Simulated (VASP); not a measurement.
Consider the following.

```
Ti
1.0
    1.47500    -2.55477     0.00000
    1.47500     2.55477     0.00000
    0.00000     0.00000     4.68000
Ti
2
Direct
  0.33333   0.66667   0.25000
  0.66667   0.33333   0.75000
```

Level of theory: RPBE GGA, VASP's PBE PAW potentials (set 64) (plane waves; VASP). Run with 520 eV cut-off, 13×13×7 Γ-centred mesh, first-order Methfessel-Paxton smearing of 0.10 eV, potentials Ti_sv.

**Question.** The ions, cell shape and volume are relaxed. Give the cell that the relaxation ends in.

**Answer.** 
```
Ti
1.0
    1.48175    -2.56647     0.00000
    1.48175     2.56647     0.00000
    0.00000     0.00000     4.69247
Ti
2
Direct
  0.33333   0.66667   0.25000
  0.66667   0.33333   0.75000
```
Space group P6_3/mmc (194), at a tolerance of 0.03 Å.

**Question.** How do energy and volume change from the first to the last step?

**Answer.** The energy (σ→0) changes by -0.9 meV/atom and the volume by +1.2 %, in 7 ionic steps.

The compound is Ti in the hcp structure. This run relaxes it. Symmetry was kept, so distortions that lower it aren't found.
